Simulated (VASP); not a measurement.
Energy against volume of BaTiO3 (cubic perovskite). Computed with optB88-vdW, VASP's PBE PAW potentials (set 64) (plane waves; VASP). Numerical set-up: 520 eV cut-off, 6×6×6 Γ-centred mesh, Gaussian smearing of 0.050 eV, potentials Ba_sv Ti_sv O.

```json
[
 {"V (Å³/atom)": "12.220", "E (eV/atom)": "-6.16277"},
 {"V (Å³/atom)": "12.610", "E (eV/atom)": "-6.18462"},
 {"V (Å³/atom)": "13.000", "E (eV/atom)": "-6.19170"},
 {"V (Å³/atom)": "13.390", "E (eV/atom)": "-6.18627"}
]
```

### Question
Fit these four points and predict the energy of the run at 13.780 Å³/atom.

### Answer
A cubic in V^(−2/3), the third-order Birch-Murnaghan form, passes through the four points with V0 = 13.02 Å³/atom and B0 = 170 GPa, and gives -6.1703 eV/atom there. The run gave -6.1703 eV/atom, -0.0 meV/atom from the fit; all five points give B0 = 170 GPa.

The compound is BaTiO3 in the cubic perovskite structure, the ideal cubic form; the compound distorts at low or room temperature. It was relaxed first.
